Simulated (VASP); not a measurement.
The input files of a VASP run:

**INCAR**
```
ALGO = Normal
EDIFF = 1E-6
EDIFFG = -0.02
ENCUT = 620
GGA = PS
IBRION = 2
ISIF = 3
ISMEAR = 0
LASPH = .TRUE.
LCHARG = .FALSE.
LMAXMIX = 4
LREAL = .FALSE.
LWAVE = .FALSE.
NELM = 100
NSW = 40
PREC = Accurate
PSTRESS = 100
SIGMA = 0.05
SYSTEM = BAs
```

### KPOINTS
```
Regular mesh
0
gamma
 10 10 10
```

POSCAR:
```
BAs
1
   -0.0000000000     2.3396687785     2.3396687785
    2.3396687785     0.0000000000     2.3396687785
    2.3396687785     2.3396687785     0.0000000000
B As
1 1
Direct
  0.0000000000   0.0000000000   0.0000000000
  0.2500000000   0.2500000000   0.2500000000
```

POTCAR, in this order: B As (PBE.64 set). Program: vasp_std.

Problem. Write an equivalent input for Ansatz.

Solution. One equivalent input (not run):
Ansatz 0.2 input:
```yaml
crystal:
  lattice:
    - [0.0000000, 2.3396688, 2.3396688]
    - [2.3396688, 0.0000000, 2.3396688]
    - [2.3396688, 2.3396688, 0.0000000]
  atoms:
    - { symbol: B, position: [0.0000000, 0.0000000, 0.0000000] }
    - { symbol: As, position: [0.2500000, 0.2500000, 0.2500000] }
kpoints:
  mp_grid: { grid: [10, 10, 10] }
hamiltonian:
  xc: pbesol
  pseudopotentials: { kind: paw }
scf:
  occupations: { method: gaussian, width: 0.05 }
  max_iter: 100
relax:
  max_steps: 40
  f_tol: 0.02
  cell: { p_target: 10 }
output: { forces: true, stress: true, eigenvalues: true }
```
What does not carry over: each code has its own PAW files, so the cut-off isn't converted (ENCUT is set for VASP's; basis.ecutwfc is left out, and Ansatz then takes the one that its files recommend); Ansatz stops its SCF on the density residual and VASP on the energy change (EDIFF).

The structure was generated: BAs was put into the zinc blende type (F-43m), which need not be its known phase. It was relaxed first under an external pressure of 10 GPa.
